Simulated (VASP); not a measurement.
Output of a VASP run:

### OSZICAR
```
...
RMM:   5    -0.523954152921E+03   -0.35092E-05   -0.16767E-05   442   0.834E-03
  21 F= -.52395415E+03 E0= -.52395415E+03  d E =-.108060E-02  mag=     1.0000
       N       E                     dE             d eps       ncg     rms          rms(c)
DAV:   1    -0.523954398339E+03   -0.24893E-03   -0.42471E-01   712   0.161E+00    0.202E-01
RMM:   2    -0.523955159565E+03   -0.76123E-03   -0.70694E-03   712   0.188E-01    0.148E-01
RMM:   3    -0.523955081568E+03    0.77996E-04   -0.13515E-03   714   0.763E-02    0.890E-02
RMM:   4    -0.523954982560E+03    0.99009E-04   -0.66518E-04   719   0.462E-02    0.416E-02
RMM:   5    -0.523955013204E+03   -0.30645E-04   -0.14296E-04   665   0.248E-02    0.211E-02
RMM:   6    -0.523955015121E+03   -0.19169E-05   -0.55963E-05   553   0.131E-02
  22 F= -.52395502E+03 E0= -.52395501E+03  d E =-.862200E-03  mag=     1.0000
       N       E                     dE             d eps       ncg     rms          rms(c)
DAV:   1    -0.523954968629E+03    0.44576E-04   -0.10378E-01   748   0.794E-01    0.993E-02
RMM:   2    -0.523955147060E+03   -0.17843E-03   -0.16937E-03   712   0.921E-02    0.720E-02
RMM:   3    -0.523955131220E+03    0.15840E-04   -0.32741E-04   714   0.377E-02    0.432E-02
RMM:   4    -0.523955110446E+03    0.20774E-04   -0.15356E-04   674   0.225E-02    0.202E-02
RMM:   5    -0.523955117151E+03   -0.67046E-05   -0.32229E-05   470   0.117E-02
  23 F= -.52395512E+03 E0= -.52395511E+03  d E =-.964230E-03  mag=     1.0000
       N       E                     dE             d eps       ncg     rms          rms(c)
DAV:   1    -0.523955245988E+03   -0.13554E-03   -0.49003E-01   712   0.172E+00    0.209E-01
RMM:   2    -0.523956101289E+03   -0.85530E-03   -0.79821E-03   712   0.199E-01    0.150E-01
RMM:   3    -0.523956010819E+03    0.90470E-04   -0.15276E-03   715   0.803E-02    0.856E-02
RMM:   4    -0.523955931989E+03    0.78830E-04   -0.60381E-04   721   0.450E-02    0.409E-02
RMM:   5    -0.523955959209E+03   -0.27220E-04   -0.13224E-04   660   0.241E-02    0.211E-02
RMM:   6    -0.523955961166E+03   -0.19562E-05   -0.48047E-05   536   0.122E-02
  24 F= -.52395596E+03 E0= -.52395596E+03  d E =-.844015E-03  mag=     1.0000
       N       E                     dE             d eps       ncg     rms          rms(c)
DAV:   1    -0.523955913912E+03    0.45298E-04   -0.92915E-02   752   0.748E-01    0.900E-02
RMM:   2    -0.523956071383E+03   -0.15747E-03   -0.14779E-03   712   0.856E-02    0.639E-02
RMM:   3    -0.523956057880E+03    0.13503E-04   -0.28715E-04   714   0.349E-02    0.368E-02
RMM:   4    -0.523956044780E+03    0.13100E-04   -0.11074E-04   639   0.194E-02    0.178E-02
RMM:   5    -0.523956049581E+03   -0.48011E-05   -0.23957E-05   453   0.100E-02
  25 F= -.52395605E+03 E0= -.52395605E+03  d E =-.932430E-03  mag=     1.0000
       N       E                     dE             d eps       ncg     rms          rms(c)
DAV:   1    -0.523956083140E+03   -0.38360E-04   -0.39855E-01   712   0.155E+00    0.177E-01
RMM:   2    -0.523956736979E+03   -0.65384E-03   -0.64120E-03   712   0.177E-01    0.124E-01
RMM:   3    -0.523956663869E+03    0.73110E-04   -0.11876E-03   716   0.699E-02    0.719E-02
RMM:   4    -0.523956602771E+03    0.61098E-04   -0.42792E-04   718   0.385E-02    0.333E-02
RMM:   5    -0.523956621984E+03   -0.19213E-04   -0.90511E-05   609   0.197E-02    0.182E-02
RMM:   6    -0.523956623070E+03   -0.10863E-05   -0.30174E-05   474   0.978E-03
  26 F= -.52395662E+03 E0= -.52395662E+03  d E =-.573489E-03  mag=     1.0000
```

**OUTCAR**
```
------------------------ aborting loop because EDIFF is reached ----------------------------------------
  FORCE on cell =-STRESS in cart. coord.  units (eV):
  Direction    XX          YY          ZZ          XY          YZ          ZX
  --------------------------------------------------------------------------------------
  Total      -16.0572211    -12.4801586    -21.0039623     -1.1829346      3.2351668     -0.2060134
  in kB      -33.6516640    -26.1550925    -44.0187176     -2.4791163      6.7800489     -0.4317493
  external PRESSURE =     -34.6084914 kB  Pullay stress =       0.0000000 kB
  volume of cell :      764.49
      direct lattice vectors                 reciprocal lattice vectors
     4.693267657 -8.128978018  0.000000000     0.106535582 -0.061508347  0.000000000
     4.693267657  8.128978018  0.000000000     0.106535582  0.061508347  0.000000000
     0.000000000  0.000000000 10.019202616     0.000000000  0.000000000  0.099808342
  FREE ENERGIE OF THE ION-ELECTRON SYSTEM (eV)
  ---------------------------------------------------
  free  energy   TOTEN  =      -523.9566230700 eV

  energy  without entropy=     -523.9566187342  energy(sigma->0) =     -523.95662090

 total charge

# of ion       s       p       d       tot
------------------------------------------
    1        0.360   0.433   0.000   0.793
    2        0.360   0.434   0.000   0.794
    3        0.361   0.438   0.000   0.798
    4        0.365   0.440   0.000   0.805
    5        0.358   0.428   0.000   0.787
    6        0.360   0.433   0.000   0.793
    7        0.361   0.436   0.000   0.797
    8        0.364   0.439   0.000   0.803
    9        0.359   0.430   0.000   0.789
   10        0.361   0.434   0.000   0.794
   11        0.360   0.433   0.000   0.792
   12        0.365   0.437   0.000   0.802
   13        0.360   0.435   0.000   0.796
   14        0.358   0.430   0.000   0.788
   15        0.361   0.438   0.000   0.799
   16        0.369   0.441   0.000   0.809
   17        0.360   0.431   0.000   0.791
   18        0.359   0.435   0.000   0.794
   19        0.376   0.454   0.000   0.830
   20        0.358   0.428   0.000   0.786
   21        0.361   0.435   0.000   0.795
   22        0.361   0.436   0.000   0.797
   23        0.365   0.438   0.000   0.804
   24        0.359   0.428   0.000   0.787
   25        0.360   0.434   0.000   0.794
   26        0.360   0.433   0.000   0.793
   27        0.365   0.441   0.000   0.806
   28        0.359   0.431   0.000   0.790
   29        0.362   0.438   0.000   0.799
   30        0.361   0.435   0.000   0.796
   31        0.376   0.434   0.000   0.810
   32        0.359   0.430   0.000   0.789
   33        0.359   0.432   0.000   0.791
   34        0.361   0.433   0.000   0.794
   35        0.358   0.427   0.000   0.786
   36        1.266   2.429   0.000   3.695
   37        1.229   2.591   0.000   3.820
   38        1.231   2.583   0.000   3.814
   39        1.229   2.595   0.000   3.824
   40        1.233   2.591   0.000   3.824
   41        1.229   2.594   0.000   3.822
   42        1.230   2.595   0.000   3.824
   43        1.229   2.589   0.000   3.818
   44        1.230   2.594   0.000   3.824
   45        1.229   2.590   0.000   3.819
   46        1.228   2.594   0.000   3.823
   47        1.229   2.594   0.000   3.823
   48        1.265   2.435   0.000   3.700
...
```
(Selected blocks of OUTCAR.)

### POSCAR
```
Al35CN35
1
    4.6932676572    -8.1289780179     0.0000000000
    4.6932676572     8.1289780179     0.0000000000
    0.0000000000     0.0000000000    10.0192026156
Al N C
35 35 1
Direct
  0.2274730000   0.1142820000   0.2532250000
  0.1111110000   0.2222220000   0.0000000000
  0.2219280000   0.1117920000   0.7514590000
  0.1143860000   0.2294560000   0.4991290000
  0.2222220000   0.4444440000   0.2500000000
  0.1111110000   0.5555560000   0.0000000000
  0.2222220000   0.4444440000   0.7500000000
  0.1111110000   0.5555560000   0.5000000000
  0.2222220000   0.7777780000   0.2500000000
  0.1111110000   0.8888890000   0.0000000000
  0.2222220000   0.7777780000   0.7500000000
  0.1111110000   0.8888890000   0.5000000000
  0.5527290000   0.1044810000   0.2542650000
  0.4444440000   0.2222220000   0.0000000000
  0.5566760000   0.1102680000   0.7516070000
  0.5583200000   0.4414740000   0.2481470000
  0.4444440000   0.5555560000   0.0000000000
  0.5604870000   0.4454080000   0.7528440000
  0.4484380000   0.5538770000   0.5006150000
  0.5555560000   0.7777780000   0.2500000000
  0.4444440000   0.8888890000   0.0000000000
  0.5555560000   0.7777780000   0.7500000000
  0.4444440000   0.8888890000   0.5000000000
  0.8888890000   0.1111110000   0.2500000000
  0.7777780000   0.2222220000   0.0000000000
  0.8888890000   0.1111110000   0.7500000000
  0.7779470000   0.2277650000   0.4952450000
  0.8888890000   0.4444440000   0.2500000000
  0.7777780000   0.5555560000   0.0000000000
  0.8888890000   0.4444440000   0.7500000000
  0.7795520000   0.5624690000   0.4974060000
  0.8888890000   0.7777780000   0.2500000000
  0.7777780000   0.8888890000   0.0000000000
  0.8888890000   0.7777780000   0.7500000000
  0.7777780000   0.8888890000   0.5000000000
  0.2230440000   0.1109280000   0.4393470000
  0.1111110000   0.2222220000   0.1910000000
  0.2222220000   0.1111110000   0.9410000000
  0.1111110000   0.2222220000   0.6910000000
  0.2222220000   0.4444440000   0.4410000000
  0.1111110000   0.5555560000   0.1910000000
  0.2222220000   0.4444440000   0.9410000000
  0.1111110000   0.5555560000   0.6910000000
  0.2222220000   0.7777780000   0.4410000000
  0.1111110000   0.8888890000   0.1910000000
  0.2222220000   0.7777780000   0.9410000000
  0.1111110000   0.8888890000   0.6910000000
  0.5510320000   0.1084210000   0.4385060000
  0.4366900000   0.2201450000   0.1866450000
  0.5555560000   0.1111110000   0.9410000000
  0.4390370000   0.2194200000   0.6880330000
  0.4444440000   0.5555560000   0.1910000000
  0.5555560000   0.4444440000   0.9410000000
  0.4444440000   0.5555560000   0.6910000000
  0.5555560000   0.7777780000   0.4410000000
  0.4444440000   0.8888890000   0.1910000000
  0.5555560000   0.7777780000   0.9410000000
  0.4444440000   0.8888890000   0.6910000000
  0.8888890000   0.1111110000   0.4410000000
  0.7777780000   0.2222220000   0.1910000000
  0.8888890000   0.1111110000   0.9410000000
  0.7777780000   0.2222220000   0.6910000000
  0.8888890000   0.4444440000   0.4410000000
  0.7777780000   0.5555560000   0.1910000000
  0.8888890000   0.4444440000   0.9410000000
  0.7777780000   0.5555560000   0.6910000000
  0.8888890000   0.7777780000   0.4410000000
  0.7777780000   0.8888890000   0.1910000000
  0.8888890000   0.7777780000   0.9410000000
  0.7777780000   0.8888890000   0.6910000000
  0.5521080000   0.4450580000   0.4387550000
```

Reconstruct the remaining input files.

One answer among several that fit: the input of the run itself, PBE GGA, plane waves, VASP's PBE PAW potentials (set 64).

### KPOINTS
```
Automatic mesh
0
Gamma
1 1 1
0 0 0
```

### INCAR
```
ALGO  =  Fast
EDIFF  =  1E-5
EDIFFG  =  -0.03
ENCUT  =  400
GGA  =  PE
IBRION  =  2
ISIF  =  2
ISMEAR  =  0
ISPIN  =  2
ISYM  =  0
LASPH  =  .TRUE.
LCHARG  =  .FALSE.
LORBIT  =  10
LREAL  =  Auto
LWAVE  =  .TRUE.
MAGMOM  =  71*0.0141
NELECT  =  283.0
NELM  =  100
NELMIN  =  4
NSW  =  70
NUPDOWN  =  1
PREC  =  Normal
SIGMA  =  0.05
SYSTEM  =  Al35CN35
```

POTCAR, in this order: Al N C (PBE.64 set). Program: vasp_gam.

At this cut-off the stress carries a Pulay error, which pulls relaxed volumes low. The cell is charged, with a uniform compensating background. The supercell is sampled at Γ alone, which is coarse: total energies, pressure and levels can be off, energies of defects by several tenths of an eV.

The cell is a supercell with a defect, built from AlN (wurtzite): C_N-vac_Al, charge +1.
